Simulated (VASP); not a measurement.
Consider the following.

```
CELL_PARAMETERS angstrom
      4.64731     0.00000     0.00000
      0.00000     4.64731     0.00000
      0.00000     0.00000     3.06641
ATOMIC_POSITIONS crystal
  Mg 0.00000 0.00000 0.00000
  Mg 0.50000 0.50000 0.50000
  F  0.30330 0.30330 0.00000
  F  0.80330 0.19670 0.50000
  F  0.19670 0.80330 0.50000
  F  0.69670 0.69670 0.00000
```

Calculation: AM05 GGA, VASP's PBE PAW potentials (set 64) (plane waves; VASP 6.6.1). Numerical set-up: 520 eV cut-off, Gaussian smearing of 0.050 eV, potentials Mg F.

**Question.** Give the energies of bands 5 to 18 at the high-symmetry points, in eV from the valence-band maximum.

**Answer.** 
| band | Γ | X | M | Z | R | A |
|---|---|---|---|---|---|---|
| 5 | -4.05 | -3.31 | -3.09 | -2.96 | -3.15 | -3.74 |
| 6 | -2.45 | -3.31 | -3.09 | -2.96 | -3.15 | -3.74 |
| 7 | -2.08 | -1.75 | -2.09 | -2.45 | -2.94 | -2.99 |
| 8 | -2.08 | -1.75 | -2.09 | -2.45 | -2.94 | -2.99 |
| 9 | -1.89 | -1.57 | -1.30 | -2.21 | -2.05 | -1.47 |
| 10 | -1.87 | -1.57 | -1.30 | -2.21 | -2.05 | -1.47 |
| 11 | -1.22 | -1.36 | -1.27 | -1.43 | -1.35 | -1.39 |
| 12 | -1.22 | -1.36 | -1.27 | -1.43 | -1.35 | -1.39 |
| 13 | -0.73 | -0.98 | -0.94 | -1.12 | -0.73 | -0.60 |
| 14 | -0.32 | -0.98 | -0.94 | -1.12 | -0.73 | -0.60 |
| 15 | -0.32 | -0.38 | -0.76 | -0.84 | -0.65 | -0.48 |
| 16 | 0.00 | -0.38 | -0.76 | -0.84 | -0.65 | -0.48 |
| 17 | 7.02 | 9.40 | 11.06 | 11.71 | 12.61 | 13.11 |
| 18 | 12.11 | 9.40 | 11.06 | 11.71 | 12.61 | 13.11 |

The gap is direct, 7.02 eV, from the valence maximum at Γ to the conduction minimum at Γ.

Measured: gap 12.40 eV (computed value off by -5.38 eV), as given by Andrés Aguado et al., Journal of the Physical Society of Japan (1999), arXiv:cond-mat/9901145.

The compound is MgF2 in the rutile structure. It was relaxed first.
